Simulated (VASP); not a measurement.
Calculation: PBE GGA, VASP's PBE PAW potentials (set 64) (plane waves; VASP 6.6.1).

Input for VASP

### INCAR
```
! general
SYSTEM  = ScTa
PREC    = Accurate
ENCUT   = 300
LREAL   = .FALSE.
LASPH   = .TRUE.

! electronic loop
EDIFF   = 1E-6
NELM    = 100
ALGO    = Normal
LMAXMIX = 6

! smearing
ISMEAR  = 0
SIGMA   = 0.1

! functional
GGA     = PE

! ions
ISIF    = 2

! output
LWAVE   = .FALSE.
LCHARG  = .FALSE.
```

File KPOINTS:
```
Automatic mesh
0
Gamma
4 5 4
0 0 0
```

File POSCAR:
```
ScTa
1
    4.8331720000     0.0000000000     0.0000000000
    0.0000000000     3.1994140000     0.0000000000
    0.0000000000     0.0000000000     4.9345130000
Sc Ta
2 2
Direct
  0.7500000000   0.5000000000   0.3125000000
  0.2500000000   0.5000000000   0.6875000000
  0.7500000000   0.0000000000   0.8125000000
  0.2500000000   0.0000000000   0.1875000000
```

POTCAR, in this order: Sc_sv Ta_pv (PBE.64 set). Program: vasp_std.

The resulting files:

File OSZICAR:
```
       N       E                     dE             d eps       ncg     rms          rms(c)
DAV:   1     0.504561005886E+03    0.50456E+03   -0.17843E+04  1428   0.124E+03
DAV:   2     0.166866919203E+01   -0.50289E+03   -0.49971E+03  1668   0.632E+02
DAV:   3    -0.347603985617E+02   -0.36429E+02   -0.35266E+02  2348   0.153E+02
DAV:   4    -0.368336669211E+02   -0.20733E+01   -0.19622E+01  2312   0.275E+01
DAV:   5    -0.369113182921E+02   -0.77651E-01   -0.74569E-01  2246   0.416E+00    0.193E+01
DAV:   6    -0.352445467161E+02    0.16668E+01   -0.35418E+00  2042   0.201E+01    0.875E+00
DAV:   7    -0.348768180399E+02    0.36773E+00   -0.14117E+00  2056   0.860E+00    0.131E+00
DAV:   8    -0.348494178421E+02    0.27400E-01   -0.16391E-01  2224   0.300E+00    0.642E-01
DAV:   9    -0.348446716865E+02    0.47462E-02   -0.15613E-02  2018   0.134E+00    0.154E-01
DAV:  10    -0.348446157740E+02    0.55913E-04   -0.20538E-03  2416   0.392E-01    0.758E-02
DAV:  11    -0.348446263996E+02   -0.10626E-04   -0.55190E-04  2310   0.180E-01    0.313E-02
DAV:  12    -0.348446092354E+02    0.17164E-04   -0.15743E-04  2118   0.100E-01    0.536E-03
DAV:  13    -0.348446083148E+02    0.92059E-06   -0.40546E-06  1590   0.164E-02
   1 F= -.34844608E+02 E0= -.34836311E+02  d E =-.165948E-01
```

### OUTCAR
```
------------------------ aborting loop because EDIFF is reached ----------------------------------------
  FORCE on cell =-STRESS in cart. coord.  units (eV):
  Direction    XX          YY          ZZ          XY          YZ          ZX
  --------------------------------------------------------------------------------------
  Total        2.1185101      1.6082361      6.3124392      0.0000000      0.0000000     -0.0000000
  in kB       44.4830073     33.7686264    132.5442220      0.0000000      0.0000000     -0.0000000
  external PRESSURE =      70.2652852 kB  Pullay stress =       0.0000000 kB
  volume of cell :       76.30
      direct lattice vectors                 reciprocal lattice vectors
     4.833172000  0.000000000  0.000000000     0.206903458  0.000000000  0.000000000
     0.000000000  3.199414000  0.000000000     0.000000000  0.312557237  0.000000000
     0.000000000  0.000000000  4.934513000     0.000000000  0.000000000  0.202654244
 POSITION                                       TOTAL-FORCE (eV/Angst)
 -----------------------------------------------------------------------------------
      3.62488      1.59971      1.54204        -0.000000     -0.000000     -0.462543
      1.20829      1.59971      3.39248         0.000000      0.000000      0.462543
      3.62488      0.00000      4.00929        -0.000000     -0.000000      1.244311
      1.20829      0.00000      0.92522         0.000000     -0.000000     -1.244311
 -----------------------------------------------------------------------------------
    total drift:                                0.000000     -0.000000     -0.000000
  FREE ENERGIE OF THE ION-ELECTRON SYSTEM (eV)
  ---------------------------------------------------
  free  energy   TOTEN  =       -34.8446083148 eV

  energy  without entropy=      -34.8280135188  energy(sigma->0) =      -34.83631092
```
(Selected blocks of OUTCAR.)

At this cut-off the stress carries a Pulay error, which pulls relaxed volumes low.

The structure was generated: ScTa was put into an ordered model structure, which need not be its known phase. The cell was not relaxed at this level. The k-mesh is coarse (spacing up to 0.39 per Å, 2π included), so the numbers may not be converged in it.
